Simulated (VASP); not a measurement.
An input for Quantum ESPRESSO's pw.x (written as the equivalent of a VASP run, and not itself run):

```
&CONTROL
  calculation = 'relax'
  pseudo_dir = './pseudo'
  outdir = './out'
  tprnfor = .true.
  tstress = .true.
  nstep = 30
  forc_conv_thr = 3.9e-05
/
&SYSTEM
  ibrav = 0
  nat = 1
  ntyp = 1
  ecutwfc = 82
  occupations = 'smearing'
  smearing = 'methfessel-paxton'
  degauss = 0.00735
  input_dft = 'pbesol'
/
&ELECTRONS
  conv_thr = 7.3e-10
  electron_maxstep = 100
/
&IONS
/
ATOMIC_SPECIES
  Ag 107.868 Ag.upf
CELL_PARAMETERS angstrom
     0.0000000    2.0227326    2.0227326
     2.0227326    0.0000000    2.0227326
     2.0227326    2.0227326   -0.0000000
ATOMIC_POSITIONS crystal
  Ag   1.0000000  1.0000000  1.0000000
K_POINTS automatic
  14 14 14 0 0 0
```

Write the VASP files for the same calculation (PBEsol).

Several could match; the one computed here: 
### INCAR
```
SYSTEM = Ag
PREC = Accurate; ENCUT = 400; LREAL = .FALSE.
LASPH = .TRUE.
EDIFF = 1E-8; NELM = 100; ALGO = Normal
LMAXMIX = 4
ISMEAR = 1; SIGMA = 0.1
GGA = PS
IBRION = 1; NSW = 30; ISIF = 2
EDIFFG = -0.001
LWAVE = .FALSE.; LCHARG = .FALSE.
```

File KPOINTS:
```
Regular mesh
0
G
 14 14 14
```

### POSCAR
```
Ag
1
    0.0000000000     2.0227325839     2.0227325839
    2.0227325839     0.0000000000     2.0227325839
    2.0227325839     2.0227325839    -0.0000000000
Ag
1
Direct
  1.0000000000   1.0000000000   1.0000000000
```

POTCAR, in this order: Ag (PBE.64 set). Program: vasp_std.

The two are equivalent in intent, not identical: the potentials are each code's own (VASP's PAW set, PseudoDojo norm-conserving files in pw.x), so ENCUT and ecutwfc are chosen apart and not converted; conv_thr bounds pw.x's estimated SCF error, while EDIFF bounds the energy change between steps; forc_conv_thr acts on force components and is met together with etot_conv_thr.

The compound is Ag in the fcc structure. It was relaxed first. The start is the result of an earlier pass.
